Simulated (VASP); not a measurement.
Wanted: the native input for a VASP 6.6.1 run.

```yaml
Task: density of states
Functional: PBE
Potentials_or_basis: VASP PAW PBE potentials, release 64 (W_sv)
Cutoff: 700 eV
k_mesh: 18 × 18 × 18
Occupations: gaussian, width 0.1 eV
Spin: no spin polarisation
k_mesh_for_the_DOS: 27 × 27 × 27
Occupations_for_the_DOS: tetrahedron
Further_INCAR_settings: ALGO = Fast; EDIFF = 1e-07; NBANDS = 13
```

The system is W.

```
W
1.0
    -1.59278    1.59278    1.59278
     1.59278   -1.59278    1.59278
     1.59278    1.59278   -1.59278
W
1
Direct
  0.00000 0.00000 0.00000
```

These files were run (other wordings do the same):

POSCAR

```
W                                       
1.0
   -1.5927820201      1.5927820201      1.5927820201
    1.5927820201     -1.5927820201      1.5927820201
    1.5927820201      1.5927820201     -1.5927820201
  W             
     1
Direct
     0.0000000000000000    0.0000000000000000    0.0000000000000000
```

INCAR.step1

```
PREC = Accurate
ENCUT = 700
EDIFF = 1E-7
ISMEAR = 0
SIGMA = 0.1
LREAL = False
LASPH = True
NELM = 100
ALGO = Fast
ISIF = 2
LWAVE = False
LCHARG = True
LMAXMIX = 4
GGA = PE
NBANDS = 13
```

KPOINTS.step1

```
regular mesh
0
Gamma
  18 18 18
```

INCAR.step2

```
PREC = Accurate
ENCUT = 700
EDIFF = 1E-7
ISMEAR = -5
SIGMA = 0.1
LREAL = False
LASPH = True
NELM = 100
ALGO = Fast
ISIF = 2
LWAVE = False
LCHARG = False
LMAXMIX = 4
GGA = PE
LORBIT = 11
NBANDS = 13
NEDOS = 2001
ICHARG = 11
```

KPOINTS.step2

```
regular mesh
0
Gamma
  27 27 27
```

Potentials or basis: VASP PAW PBE potentials, release 64 (W_sv).

Command:

```console
$ cat potpaw_PBE.64/W_sv/POTCAR > POTCAR
$ cp INCAR.step1 INCAR
$ cp KPOINTS.step1 KPOINTS
$ mpirun -np 1 vasp_std > vasp.out
$ cp INCAR.step2 INCAR
$ cp KPOINTS.step2 KPOINTS
$ mpirun -np 1 vasp_std > vasp.out
```

Results of the run:

```json
{
  "Valence electrons inside the program's atomic spheres": "W 12.05"
}
```

It took 110 s on 1 thread of Intel(R) Xeon(R) Platinum 8488C (Sapphire Rapids), with other jobs on the host, peak memory 0.32 GiB.
